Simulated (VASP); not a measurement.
Crystal: MnO2.

```
Mn O
1.0
     4.39600    0.00000    0.00000
     0.00000    4.39600    0.00000
     0.00000    0.00000    2.87100
Mn O
2 4
Cartesian
  0.0000 0.0000 0.0000
  2.1980 2.1980 1.4355
  1.3276 1.3276 0.0000
  0.8704 3.5256 1.4355
  3.0684 3.0684 0.0000
  3.5256 0.8704 1.4355
```

Base run:

| Property | Result |
| --- | --- |
| Program | VASP 6.6.1 |
| Functional | PBE |
| Potentials or basis | VASP PAW PBE potentials, release 64 (Mn_pv, O) |
| Cutoff | 520 eV |
| k mesh | 5 × 5 × 8 |
| Occupations | fermi-dirac, width 0.05 eV |
| Spin | collinear spin, typed start |
| Starting moments | [4.5, 0.0, 0.0, 0.0, 0.0, 0.0] μB |

Its results: band gap on the k mesh none (metal or under the smearing width); pressure -0.3 GPa; net moment -3.07 μB per cell; site moments Mn -2.44, -0.45; O -0.03, -0.02 μB; largest force 0.681 eV/Å.

The run is repeated on the same cell with these changes: moments at the start from [4.5, 0.0, 0.0, 0.0, 0.0, 0.0] to [0.45, 0.45, 0.0, 0.0, 0.0, 0.0]. What comes out?

Band gap on the k mesh none (metal or under the smearing width); pressure 6.3 GPa; net moment 5.98 μB per cell; site moments Mn +2.69; O +0.10 μB; largest force 0.450 eV/Å.

Caveats: semilocal functionals often make such compounds metallic where correlation or magnetic order opens a gap, which also shifts bond lengths.

Not every run made on this cell is shown here.
